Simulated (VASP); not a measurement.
Output of a VASP run:

File OSZICAR:
```
       N       E                     dE             d eps       ncg     rms          rms(c)
DAV:   1     0.738706131530E+02    0.73871E+02   -0.54291E+03  3744   0.104E+03
DAV:   2    -0.117556075425E+02   -0.85626E+02   -0.84132E+02  4774   0.320E+02
DAV:   3    -0.135445671990E+02   -0.17890E+01   -0.17690E+01  4408   0.451E+01
DAV:   4    -0.135561456268E+02   -0.11578E-01   -0.11375E-01  4272   0.382E+00
DAV:   5    -0.135562425239E+02   -0.96897E-04   -0.96888E-04  4226   0.309E-01    0.133E+01
DAV:   6    -0.131400119428E+02    0.41623E+00   -0.44835E-01  4104   0.813E+00    0.638E+00
DAV:   7    -0.130117866060E+02    0.12823E+00   -0.36276E-01  4192   0.686E+00    0.110E+00
DAV:   8    -0.130107319294E+02    0.10547E-02   -0.20726E-03  4106   0.550E-01    0.261E-01
DAV:   9    -0.130096329293E+02    0.10990E-02   -0.13922E-03  4022   0.523E-01    0.361E-02
DAV:  10    -0.130096260376E+02    0.68918E-05   -0.44544E-05  4072   0.837E-02    0.233E-02
DAV:  11    -0.130096261126E+02   -0.75068E-07   -0.52038E-06  4298   0.298E-02
   1 F= -.13009626E+02 E0= -.13008675E+02  d E =-.190309E-02  mag=    -0.0000    -0.0000     0.0000
       N       E                     dE             ncg
```

### OUTCAR
```
------------------------ aborting loop because EDIFF is reached ----------------------------------------
  FORCE on cell =-STRESS in cart. coord.  units (eV):
  Direction    XX          YY          ZZ          XY          YZ          ZX
  --------------------------------------------------------------------------------------
  Total       -0.0399997     -0.0399997     -0.0399997      0.0000000      0.0000000      0.0000000
  in kB       -3.5205173     -3.5205173     -3.5205173      0.0000000      0.0000000      0.0000000
  external PRESSURE =      -3.5205173 kB  Pullay stress =       0.0000000 kB
  volume of cell :       18.20
      direct lattice vectors                 reciprocal lattice vectors
     0.000000000  2.087902360  2.087902360    -0.239474800  0.239474800  0.239474800
     2.087902360  0.000000000  2.087902360     0.239474800 -0.239474800  0.239474800
     2.087902360  2.087902360  0.000000000     0.239474800  0.239474800 -0.239474800
 POSITION                                       TOTAL-FORCE (eV/Angst)
 -----------------------------------------------------------------------------------
      0.00000      0.00000      0.00000         0.000000      0.000000      0.000000
 -----------------------------------------------------------------------------------
    total drift:                                0.000000     -0.000000      0.000000
  FREE ENERGIE OF THE ION-ELECTRON SYSTEM (eV)
  ---------------------------------------------------
  free  energy   TOTEN  =       -13.0096261126 eV

  energy  without entropy=      -13.0077230260  energy(sigma->0) =      -13.00867457

 Ion:    1  E_soc:     -1.4336886
```
(Selected blocks of OUTCAR.)

POSCAR:
```
Ta
1
    0.0000000000     2.0879023599     2.0879023599
    2.0879023599    -0.0000000000     2.0879023599
    2.0879023599     2.0879023599    -0.0000000000
Ta
1
Direct
  0.0000000000   0.0000000000   0.0000000000
```

**Question.** Reconstruct the remaining input files.

**Answer.** This is not unique; one that fits is the input of the run itself, PBEsol GGA with spin-orbit coupling, plane waves, VASP's PBE PAW potentials (set 64).

### KPOINTS
```
K-points
0
G
14 14 14
```

INCAR:
```
# general
SYSTEM     = Ta
PREC       = Accurate
ENCUT      = 400
LREAL      = F
LASPH      = T

# electronic loop
EDIFF      = 1E-6
NELM       = 100
ALGO       = Normal
LMAXMIX    = 6

# smearing
ISMEAR     = 0
SIGMA      = 0.05

# functional
GGA        = PS
GGA_COMPAT = F

# spin
MAGMOM     = 3*0
LSORBIT    = T

# output
LWAVE      = F
LCHARG     = F
```

KPOINTS_OPT:
```
k-points along high-symmetry lines
8
Line-mode
Reciprocal
  0.000000   0.000000   0.000000 ! GAMMA
  0.500000   0.000000   0.500000 ! X

  0.500000   0.000000   0.500000 ! X
  0.625000   0.250000   0.625000 ! U

  0.375000   0.375000   0.750000 ! K
  0.000000   0.000000   0.000000 ! GAMMA

  0.000000   0.000000   0.000000 ! GAMMA
  0.500000   0.500000   0.500000 ! L

  0.500000   0.500000   0.500000 ! L
  0.500000   0.250000   0.750000 ! W

  0.500000   0.250000   0.750000 ! W
  0.500000   0.000000   0.500000 ! X
```

POTCAR, in this order: Ta_pv (PBE.64 set). Program: vasp_ncl.

The structure comes from a measured Ta entry (Fm-3m) of the Crystallography Open Database, whose conditions weren't checked. It was relaxed first.
